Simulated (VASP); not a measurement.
Calculation: PBE GGA + U (Dudarev), VASP's PBE PAW potentials (set 64) (plane waves; VASP).

Input for VASP

KPOINTS:
```
Automatic mesh
0
Gamma
10 10 10
0 0 0
```

INCAR:
```
LCHARG=.FALSE.
SIGMA=0.1   ! width (eV)
LORBIT=10
LMAXMIX=2
ALGO=Normal   ! blocked Davidson
NELM=100   ! most electronic steps
LWAVE=.FALSE.
LDAU=.TRUE.
LASPH=.TRUE.
ISIF=2
LREAL=.FALSE.   ! projection in real space or not
ENCUT=400   ! plane-wave cut-off (eV)
LDAUU=5.0 0
EDIFF=1E-6   ! SCF stop (eV)
LDAUTYPE=2   ! Dudarev
GGA=PE   ! PBE
PREC=Accurate
LDAUPRINT=1
ISMEAR=1   ! Methfessel-Paxton
LDAUL=2 -1
LDAUJ=0 0
SYSTEM=AuZn
```

File POSCAR:
```
AuZn
1
    3.1500000000     0.0000000000     0.0000000000
    0.0000000000     3.1500000000     0.0000000000
    0.0000000000     0.0000000000     3.1500000000
Zn Au
1 1
Direct
  0.5000000000   0.5000000000   0.5000000000
  0.0000000000   0.0000000000   0.0000000000
```

POTCAR, in this order: Zn Au (PBE.64 set). Program: vasp_std.

Output of the run:

File OSZICAR:
```
       N       E                     dE             d eps       ncg     rms          rms(c)
DAV:   1     0.112168353829E+03    0.11217E+03   -0.10231E+04  1704   0.170E+03
DAV:   2    -0.908665207302E+00   -0.11308E+03   -0.11019E+03  1799   0.311E+02
DAV:   3    -0.475176309935E+01   -0.38431E+01   -0.38328E+01  1932   0.696E+01
DAV:   4    -0.477260538915E+01   -0.20842E-01   -0.20842E-01  2002   0.452E+00
DAV:   5    -0.477279392979E+01   -0.18854E-03   -0.18854E-03  2051   0.409E-01    0.874E+00
DAV:   6    -0.434087404515E+01    0.43192E+00   -0.16473E+00  1694   0.128E+01    0.525E+00
DAV:   7    -0.432071460596E+01    0.20159E-01   -0.43807E-02  2003   0.519E+00    0.293E+00
DAV:   8    -0.431338965669E+01    0.73249E-02   -0.10613E-02  1911   0.125E+00    0.184E-01
DAV:   9    -0.431340045855E+01   -0.10802E-04   -0.30671E-04  1966   0.200E-01    0.628E-02
DAV:  10    -0.431341085486E+01   -0.10396E-04   -0.30186E-05  1974   0.734E-02    0.148E-02
DAV:  11    -0.431341198226E+01   -0.11274E-05   -0.27424E-06  1648   0.337E-02    0.333E-03
DAV:  12    -0.431341193839E+01    0.43869E-07   -0.78398E-08   882   0.644E-03
   1 F= -.43134119E+01 E0= -.43130490E+01  d E =-.108874E-02
```

**OUTCAR**
```
------------------------ aborting loop because EDIFF is reached ----------------------------------------
  FORCE on cell =-STRESS in cart. coord.  units (eV):
  Direction    XX          YY          ZZ          XY          YZ          ZX
  --------------------------------------------------------------------------------------
  Total        0.3066671      0.3066671      0.3066671     -0.0000000      0.0000000     -0.0000000
  in kB       15.7197678     15.7197678     15.7197678     -0.0000000      0.0000000     -0.0000000
  external PRESSURE =      15.7197678 kB  Pullay stress =       0.0000000 kB
  volume of cell :       31.26
      direct lattice vectors                 reciprocal lattice vectors
     3.150000000  0.000000000  0.000000000     0.317460317  0.000000000  0.000000000
     0.000000000  3.150000000  0.000000000     0.000000000  0.317460317  0.000000000
     0.000000000  0.000000000  3.150000000     0.000000000  0.000000000  0.317460317
 POSITION                                       TOTAL-FORCE (eV/Angst)
 -----------------------------------------------------------------------------------
      1.57500      1.57500      1.57500         0.000000      0.000000      0.000000
      0.00000      0.00000      0.00000         0.000000      0.000000      0.000000
 -----------------------------------------------------------------------------------
    total drift:                                0.000000      0.000000     -0.000000
  FREE ENERGIE OF THE ION-ELECTRON SYSTEM (eV)
  ---------------------------------------------------
  free  energy   TOTEN  =        -4.3134119384 eV

  energy  without entropy=       -4.3123232030  energy(sigma->0) =       -4.31304903

 total charge

# of ion       s       p       d       tot
------------------------------------------
    1        0.512   0.437   9.854  10.803
    2        0.629   0.389   8.698   9.717
--------------------------------------------------
tot          1.142   0.826  18.552  20.520
```
(Selected blocks of OUTCAR.)

The compound is AuZn in the CsCl type structure. The cell was not relaxed at this level. The run is one of a series of settings (LDAU = .TRUE., LDAUJ = 0 0, LDAUL = 2 -1, LDAUTYPE = 2, LDAUU = 5.0 0, LMAXMIX = 2 against the base run), some of them coarse on purpose. The electron count is odd and the run is not spin-polarised, which forces a metal.
